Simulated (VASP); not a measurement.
Set up this calculation in VASP 6.6.1, as the native input.

```
Task                   : single point
Functional             : PBEsol
Potentials or basis    : VASP PAW PBE potentials, release 64 (Al, Mg)
Cutoff                 : 520 eV
k mesh                 : 3 × 3 × 1
Occupations            : fermi-dirac, width 0.15 eV
Spin                   : no spin polarisation
Dipole correction      : no
Further INCAR settings : LREAL = Auto; ALGO = Normal; EDIFF = 1e-06; NBANDS = 39
```

The structure of MgAl16 lies in POSCAR:

```
MgAl16
1.0
    5.7275650000      0.0000000000      0.0000000000
    2.8637820000      4.9602170000      0.0000000000
    0.0000000000      0.0000000000     18.0148060000
Al Mg
16 1
Direct
    0.0000000000      0.0000000000      0.0555098956
    0.5000000873      0.0000000000      0.0555098956
   -0.0000000504      0.5000001008      0.0555098956
    0.5000000369      0.5000001008      0.0555098956
    0.1637514045      0.1682164309      0.1847883347
    0.6681427798      0.1681789325      0.1847667413
    0.1666810626      0.6667006706      0.1852895335
    0.6681848762      0.6637784194      0.1847973273
   -0.1666182442      0.3334862164      0.3148250944
    0.3350434139      0.3307514570      0.3137704064
   -0.1692296235      0.8351832188      0.3138278036
    0.3344598174      0.8347596486      0.3139837864
    0.0026083487     -0.0062031560      0.4427786233
    0.4997100117     -0.0009241531      0.4476186421
    0.0043486139      0.5039454927      0.4415233225
    0.4931713942      0.5027211511      0.4424441762
    0.8362407083      1.3415703386      0.5700930113
```

The cell was built by a generator and needn't be a form met in nature.

These files were run (other wordings do the same):

INCAR

```
SYSTEM = MgAl16
PREC = Accurate ; ENCUT = 520
EDIFF = 1E-6 ; ISMEAR = -1
SIGMA = 0.15 ; LREAL = Auto
LASPH = .TRUE. ; NELM = 100
ALGO = Normal ; ISIF = 2
LWAVE = .FALSE. ; LCHARG = .FALSE.
GGA = PS ; NBANDS = 39
```

KPOINTS

```
Automatic mesh
0
G
  3 3 1
  0 0 0
```

Potentials or basis: VASP PAW PBE potentials, release 64 (Al, Mg).

Launch:

```sh
$ cat potpaw_PBE.64/Al/POTCAR potpaw_PBE.64/Mg/POTCAR > POTCAR
$ mpirun -np 1 vasp_std > vasp.out
```

It gave:

- Largest force: 0.057 eV/Å
- Band gap on the k mesh: none (metal or under the smearing width)

Caveat: the k mesh is coarse (spacing up to 0.42 Å⁻¹), so the values aren't converged; the PAW data sets were made with another functional, which shifts forces and pressure a little.

Run time: 2.2 min on 1 thread of Intel(R) Xeon(R) 6975P-C (Granite Rapids), with other jobs on the host, peak memory 0.63 GiB.
